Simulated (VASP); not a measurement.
Method: PBE GGA, VASP's PBE PAW potentials (set 64) (plane waves; VASP). Each cell was relaxed at this level.

Q: Which of these has an unstable (imaginary) mode at Γ?
(A) MgTe, P6_3mc (186)
(B) BN, P6_3mc (186)
(C) BAs, F-43m (216)
(D) BaTiO3, Pm-3m (221)

A: D, BaTiO3, Pm-3m (221). Its optical Γ-point modes are 251i (×3), 169 (×3), 285 (×3), 451 (×3) cm⁻¹.
